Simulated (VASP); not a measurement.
Crystal: GaP.

```
Ga P
1.0
     0.00000    2.71707    2.71707
     2.71707    0.00000    2.71707
     2.71707    2.71707    0.00000
Ga P
1 1
Direct
  0.00000 0.00000 0.00000
  0.25000 0.25000 0.25000
```

The cell was built by a generator and needn't be a form met in nature.

Program: VASP 6.6.1. Alike in all runs: task band structure; potentials or basis VASP PAW PBE potentials, release 64 (Ga_d, P); no spin polarisation; cell as given; cutoff (eV) 520; smearing gaussian 0.02 eV.

Problem. Order these runs on this cell by their band gap on the k mesh, lowest first.
A. level HSE06; k mesh 6 × 6 × 6; further INCAR settings ALGO = Normal; EDIFF = 1e-07; grid for exact exchange (PRECFOCK) Fast; screening parameter 0.2 1/A
B. level PBE; k mesh 10 × 10 × 10; further INCAR settings ALGO = Fast; EDIFF = 1e-07
C. level r2SCAN+rVV10; k mesh 10 × 10 × 10; further INCAR settings ALGO = Normal; EDIFF = 1e-07

Solution. B (1.59 eV), C (1.80 eV), A (2.29 eV).

